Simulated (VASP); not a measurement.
Given:

```
MgO
1.0
    0.00000     2.12345     2.12345
    2.12345     0.00000     2.12345
    2.12345     2.12345     0.00000
Mg O
1 1
Direct
  0.00000   0.00000   0.00000
  0.50000   0.50000   0.50000
```

Level of theory: HSEsol screened hybrid, VASP's PBE PAW potentials (set 64) (plane waves; VASP). Settings: 520 eV cut-off, 8×8×8 Γ-centred mesh, Gaussian smearing of 0.050 eV, potentials Mg O.

Question: Predict the energy per atom (σ→0), pressure, band gap (over mesh and band path) with the smallest direct gap where there is one.

Answer: 
```
Property                                                   Result
---------------------------------------------  ------------------
band gap (over mesh and band path)                        6.13 eV
smallest direct gap (over mesh and band path)             6.14 eV
energy per atom (σ→0)                          -708.1 kJ/mol-atom
pressure                                                -8.28 GPa
```

Total energies compare only between runs with the same potentials, cut-off and functional.

The compound is MgO in the rock salt structure. It was relaxed first. The cell's shape comes from a PBE relaxation.
